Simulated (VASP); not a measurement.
Consider the following.

```
CELL_PARAMETERS angstrom
      4.81314     0.00000     0.00000
      0.00000     4.81314     0.00000
      0.00000     0.00000     4.81314
ATOMIC_POSITIONS crystal
  Tl 0.50000 0.50000 0.00000
  Tl 0.00000 0.50000 0.50000
  Tl 0.50000 0.00000 0.50000
  In 0.00000 0.00000 0.00000
```

Level of theory: PBEsol GGA, VASP's PBE PAW potentials (set 64) (plane waves; VASP). Numerical set-up: 400 eV cut-off, Gaussian smearing of 0.050 eV, potentials Tl_d In_d.

Unless said otherwise, spin-orbit coupling is left out, though it shifts the bands of the heavy elements here.

### Question
Predict the band gap (along the path) with the smallest direct gap where there is one.

### Answer

- band gap (along the path) = none (metal, semimetal or under 0.01 eV)

The absolute energy has meaning only against runs of the same code, potentials and settings.

The structure comes from a computed database's Tl3In entry (Pm-3m); how it stands against other phases isn't given here. It was relaxed first, which changed the volume by -6 %.
